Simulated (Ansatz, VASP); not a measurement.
**One calculation of Al5GaP6, two programs**

```xyz
12
Lattice="3.8945 0.0000 0.0000 0.0000 3.8945 0.0000 0.0000 0.0000 16.5182" Properties=species:S:1:pos:R:3 pbc="T T T"
Al    1.9472    1.9472   13.7655
Al    0.0000    0.0000   11.0126
Al    1.9472    1.9472    8.2591
Al    0.0000    0.0000    5.5056
Al    1.9472    1.9472    2.7527
Ga    0.0000    0.0000    0.0000
P     1.9472    0.0000   12.3894
P     0.0000    1.9472    9.6358
P     1.9472    0.0000    6.8824
P     0.0000    1.9472    4.1288
P     1.9472    0.0000    1.3824
P     0.0000    1.9472   15.1358
```

Alike in both runs: task single point; functional PBE; k mesh 4 × 4 × 1; occupations gaussian, width 0.1 eV; no spin polarisation.

|  | VASP | Ansatz |
| --- | --- | --- |
| version | VASP 6.6.1 | Ansatz 0.2.0 |
| potentials or method | VASP PAW PBE potentials, release 64 (Al, Ga_d, P) | scalar-relativistic, plane waves, PAW |
| plane-wave cutoff (eV) | 520 | 420 |
| valence electrons in the cell | 58 | 58 |

|  | VASP | Ansatz | Ansatz less VASP |
| --- | --- | --- | --- |
| gap on the k mesh at the Fermi level (eV) | 1.61 | 1.61 | +0.002 |
| least direct gap on the mesh (eV) | 1.61 | 1.61 | +0.002 |
| pressure (GPa) | 0.1 | 0.1 | +0.08 |
| largest component of the traceless stress (GPa) | 0.52 | 0.52 | 0.000 |
| rms of the force components (eV/Å) | 0.006 | 0.004 | -0.0013 |

Atom by atom the forces differ by 0.001 eV/Å (rms over components). With one functional, cell and mesh, what is left measures potentials, basis and numerics.

Caveats: an odd mesh through Γ misses points on the zone boundary, where band edges often lie.
